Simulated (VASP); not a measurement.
The input files of a VASP run:

POSCAR:
```
MgSe
1
    0.0000000000     2.7846000000     2.7846000000
    2.7846000000     0.0000000000     2.7846000000
    2.7846000000     2.7846000000     0.0000000000
Mg Se
1 1
Direct
  0.0000000000   0.0000000000   0.0000000000
  0.5000000000   0.5000000000   0.5000000000
```

INCAR:
```
! general
SYSTEM  = MgSe
PREC    = Accurate
ENCUT   = 400   ! plane-wave cut-off (eV)
LREAL   = .False.   ! projection in real space or not
LASPH   = .True.   ! aspherical one-centre terms

! electronic loop
EDIFF   = 1E-6
NELM    = 100
ALGO    = Normal
IMIX    = 4
AMIX    = 0.1
BMIX    = 0.0001
LMAXMIX = 4   ! l cut-off of mixed one-centre charges

! smearing
ISMEAR  = 0
SIGMA   = 0.05   ! width (eV)

! functional
GGA     = PE   ! PBE

! ions
ISIF    = 2   ! forces and stress, cell fixed

! output
LWAVE   = .False.
LCHARG  = .False.
```

### KPOINTS
```
Automatic mesh
0
Gamma
7 7 7
0 0 0
```

POTCAR, in this order: Mg Se (PBE.64 set). Program: vasp_std.

### Question
Write an equivalent input for Ansatz.

### Answer
One equivalent input (not run):
Ansatz 0.2 input:
```yaml
crystal:
  lattice:
    - [0.0000000, 2.7846000, 2.7846000]
    - [2.7846000, 0.0000000, 2.7846000]
    - [2.7846000, 2.7846000, 0.0000000]
  atoms:
    - { symbol: Mg, position: [0.0000000, 0.0000000, 0.0000000] }
    - { symbol: Se, position: [0.5000000, 0.5000000, 0.5000000] }
kpoints:
  mp_grid: { grid: [7, 7, 7] }
hamiltonian:
  xc: pbe
  pseudopotentials: { kind: paw }
scf:
  occupations: { method: gaussian, width: 0.05 }
  max_iter: 100
output: { forces: true, stress: true, eigenvalues: true }
```
Limits of the translation: each code has its own PAW files, so the cut-off isn't converted (ENCUT is set for VASP's; basis.ecutwfc is left out, and Ansatz then takes the one that its files recommend); Ansatz stops its SCF on the density residual and VASP on the energy change (EDIFF).

The compound is MgSe in the rock salt structure. The cell was not relaxed at this level. The run is one of a series of settings (AMIX = 0.1, BMIX = 0.0001, IMIX = 4 against the base run), some of them coarse on purpose.
